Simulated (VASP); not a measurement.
An input for Quantum ESPRESSO's pw.x (written as the equivalent of a VASP run, and not itself run):

```
&CONTROL
  calculation = 'vc-relax'
  pseudo_dir = './pseudo'
  outdir = './out'
  tprnfor = .true.
  tstress = .true.
  nstep = 30
  forc_conv_thr = 0.00039
/
&SYSTEM
  ibrav = 0
  nat = 2
  ntyp = 1
  ecutwfc = 100
  occupations = 'smearing'
  smearing = 'methfessel-paxton'
  degauss = 0.00735
  input_dft = 'pbe'
  vdw_corr = 'grimme-d3'
  dftd3_version = 3
  dftd3_threebody = .false.
/
&ELECTRONS
  conv_thr = 7.3e-09
  electron_maxstep = 100
/
&IONS
/
&CELL
  cell_dofree = 'shape'
/
ATOMIC_SPECIES
  Lu 174.967 Lu.upf
CELL_PARAMETERS angstrom
     1.6970574   -2.9393896    0.0000000
     1.6970574    2.9393896    0.0000000
     0.0000000    0.0000000    5.2773187
ATOMIC_POSITIONS crystal
  Lu   0.3333330  0.6666670  0.2500000
  Lu   0.6666670  0.3333330  0.7500000
K_POINTS automatic
  12 12 7 0 0 0
```

Problem. Write the VASP files for the same calculation (PBE-D3 (zero damping)).

Solution. One answer among several that fit: 
### INCAR
```
SYSTEM = Lu
PREC = Accurate
ENCUT = 520
EDIFF = 1E-7
NELM = 100
ALGO = Normal
LREAL = .FALSE.
LASPH = .TRUE.
ISMEAR = 1
SIGMA = 0.1
GGA = PE
IVDW = 11
LMAXMIX = 6
LWAVE = .FALSE.
LCHARG = .FALSE.
ISIF = 4
IBRION = 2
NSW = 30
EDIFFG = -0.01
```

**KPOINTS**
```
Automatic mesh
0
Gamma
12 12 7
0 0 0
```

**POSCAR**
```
Lu
1
    1.6970573527    -2.9393896406     0.0000000000
    1.6970573527     2.9393896406     0.0000000000
    0.0000000000     0.0000000000     5.2773187171
Lu
2
Direct
  0.3333330000   0.6666670000   0.2500000000
  0.6666670000   0.3333330000   0.7500000000
```

POTCAR, in this order: Lu_3 (PBE.64 set). Program: vasp_std.

The two are equivalent in intent, not identical: the potentials are each code's own (VASP's PAW set, PseudoDojo norm-conserving files in pw.x), so ENCUT and ecutwfc are chosen apart and not converted; conv_thr bounds pw.x's estimated SCF error, while EDIFF bounds the energy change between steps; forc_conv_thr acts on force components and is met together with etot_conv_thr.

The compound is Lu in the hcp structure. This cell is one point of a volume scan, at 0.94 of the reference volume. Symmetry was kept, so distortions that lower it aren't found.
